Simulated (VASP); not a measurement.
Here is the system:

```
CELL_PARAMETERS angstrom
      3.18348     0.00000     0.00000
      0.00000     3.18348     0.00000
      0.00000     0.00000     3.18348
ATOMIC_POSITIONS crystal
  Nb 0.00000 0.00000 0.00000
  As 0.50000 0.50000 0.50000
```

Computed with r2SCAN meta-GGA, VASP's PBE PAW potentials (set 64) (plane waves; VASP 6.6.1). Numerical set-up: 400 eV cut-off, 8×8×8 Γ-centred mesh, Gaussian smearing of 0.050 eV, potentials Nb_sv As.

Energy and stress use the plane-wave basis of the starting cell.

Q: The ions, cell shape and volume are relaxed. Which structure does the run end with?

A: 
```
CELL_PARAMETERS angstrom
      3.20710     0.00000     0.00000
      0.00000     3.20710     0.00000
      0.00000     0.00000     3.20710
ATOMIC_POSITIONS crystal
  Nb 0.00000 0.00000 0.00000
  As 0.50000 0.50000 0.50000
```
Space group Pm-3m (221), at a tolerance of 0.03 Å.

Q: How do energy and volume change from the first to the last step?

A: The energy (σ→0) changes by -4.5 meV/atom and the volume by +2.2 %, in 3 ionic steps.

The structure was generated: NbAs was put into the CsCl type (Pm-3m), which need not be its known phase. This run relaxes it. Symmetry was kept, so distortions that lower it aren't found.
